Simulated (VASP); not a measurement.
Input for VASP

INCAR:
```
SYSTEM = CaO
PREC = Accurate
ENCUT = 520
EDIFF = 1E-6
NELM = 100
ALGO = Normal
LREAL = .FALSE.
LASPH = .TRUE.
ISMEAR = 0
SIGMA = 0.05
GGA = PE
LWAVE = .FALSE.
LCHARG = .FALSE.
ISIF = 2
IBRION = 0
NSW = 3
TEBEG = 300
```

File POSCAR:
```
CaO
1
    0.0000000000     2.4050000000     2.4050000000
    2.4050000000     0.0000000000     2.4050000000
    2.4050000000     2.4050000000     0.0000000000
Ca O
1 1
Direct
  0.0000000000   0.0000000000   0.0000000000
  0.5000000000   0.5000000000   0.5000000000
```

File KPOINTS:
```
Automatic mesh
0
Gamma
7 7 7
0 0 0
```

POTCAR, in this order: Ca_sv O (PBE.64 set). Program: vasp_std.

What VASP printed:

Task: From input and log, find the fault in this run and mend it.

Result: The cause: molecular dynamics (IBRION = 0) was asked for without POTIM. VASP stops with an error: Fatal error! IBRION=0, but no entry for POTIM on file INCAR. MUST be specified! ----> I REFUSE TO CONTINUE WITH THIS SICK JOB ... BYE!!! <---- To mend it, set POTIM to the time step in fs (1 to 2 fs suits most solids). The plain static run on this cell (PBE GGA, plane waves, VASP's PBE PAW potentials (set 64)) converges, and its OSZICAR ends with
```
   1 F= -.12802037E+02 E0= -.12802037E+02  d E =-.352776E-18
```

The compound is CaO in the rock salt structure. The cell was not relaxed at this level.
